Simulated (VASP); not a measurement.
A convergence study with VASP on LiCl (rock salt): one setting is varied, all else stays as given below, so the limit is that of these other settings. Each run relaxes cell and ions from the cell shown.

```
CELL_PARAMETERS angstrom
      0.00000     2.57000     2.57000
      2.57000     0.00000     2.57000
      2.57000     2.57000     0.00000
ATOMIC_POSITIONS crystal
  Li 0.00000 0.00000 0.00000
  Cl 0.50000 0.50000 0.50000
```

Computed with PBE GGA, VASP's PBE PAW potentials (set 64) (plane waves; VASP). The tightest run used: 700 eV cut-off, 13×13×13 Γ-centred mesh, Gaussian smearing of 0.050 eV, potentials Li_sv Cl.

Gaps are read on the run's mesh, which can miss a band edge.

Question: The settings run are 2×2×2 mesh; 3×3×3 mesh; 4×4×4 mesh; 5×5×5 mesh; 6×6×6 mesh; 7×7×7 mesh; 9×9×9 mesh; 10×10×10 mesh; 11×11×11 mesh; 12×12×12 mesh; 13×13×13 mesh. From which on does the relaxed volume stay within 0.05 Å³/atom of the tightest run?

Answer: From 5×5×5 mesh on: it is off by 0.030 there and by no more than 0.05 in any finer run, while 4×4×4 mesh is off by 0.074.
| setting | relaxed volume (Å³/atom) | E (eV/atom) | gap on the mesh (eV) | irreducible k-points | difference judged (Å³/atom) |
|---|---|---|---|---|---|
| 2×2×2 mesh | 19.714 | -3.4673 | 5.452 | 3 | 2.718 |
| 3×3×3 mesh | 17.382 | -3.6674 | 6.155 | 4 | 0.386 |
| 4×4×4 mesh | 17.070 | -3.6891 | 6.267 | 8 | 0.074 |
| 5×5×5 mesh | 17.026 | -3.6918 | 6.284 | 10 | 0.030 |
| 6×6×6 mesh | 16.997 | -3.6921 | 6.294 | 16 | 0.001 |
| 7×7×7 mesh | 16.996 | -3.6922 | 6.294 | 20 | 0.000 |
| 9×9×9 mesh | 16.996 | -3.6922 | 6.294 | 35 | 0.000 |
| 10×10×10 mesh | 16.996 | -3.6922 | 6.294 | 47 | 0.000 |
| 11×11×11 mesh | 16.996 | -3.6922 | 6.292 | 56 | 0.000 |
| 12×12×12 mesh | 16.996 | -3.6922 | 6.291 | 72 | 0.000 |
| 13×13×13 mesh | 16.996 | -3.6922 | 6.291 | 84 | 0.000 |

Left out are rungs that failed or repeat a setting and relaxations that didn't move; long series are thinned to 24 rows.

The compound is LiCl in the rock salt structure.
